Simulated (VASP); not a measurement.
Given:

```
CaO
1.0
    0.00000     2.37918     2.37918
    2.37918     0.00000     2.37918
    2.37918     2.37918     0.00000
Ca O
1 1
Direct
  0.00000   0.00000   0.00000
  0.50000   0.50000   0.50000
```

Calculation: optB88-vdW, VASP's PBE PAW potentials (set 64) (plane waves; VASP). Settings: 520 eV cut-off, 9×9×9 Γ-centred mesh, Gaussian smearing of 0.050 eV, potentials Ca_sv O.

Problem. Give the stress tensor in GPa (positive for a compressed cell).

Solution. 
```
3.70  0.00  0.00
0.00  3.70  0.00
0.00  0.00  3.70
```
The pressure is its mean diagonal, 3.70 GPa.

The compound is CaO in the rock salt structure. This cell is one point of a volume scan, at 0.97 of the reference volume.
